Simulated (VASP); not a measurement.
Given:

```
MgH2
1.0
    4.49817     0.00000     0.00000
    0.00000     4.49817     0.00000
    0.00000     0.00000     3.01788
Mg H
2 4
Direct
  0.00000   0.00000   0.00000
  0.50000   0.50000   0.50000
  0.30412   0.30412   0.00000
  0.80412   0.19588   0.50000
  0.19588   0.80412   0.50000
  0.69588   0.69588   0.00000
```

These are vdW-DF-cx, VASP's PBE PAW potentials (set 64) (plane waves; VASP) values and carry that method's errors. Numerical set-up: 520 eV cut-off, Gaussian smearing of 0.050 eV, potentials Mg H.

Task: Predict the band gap (along the path) with the smallest direct gap where there is one.

Result: 
| Quantity | Result |
|---|---|
| band gap (along the path) | 3.77 eV |
| smallest direct gap (along the path) | 4.65 eV |

Only differences to runs with the same potentials and settings are physical.

The compound is MgH2 in the rutile structure. It was relaxed first.
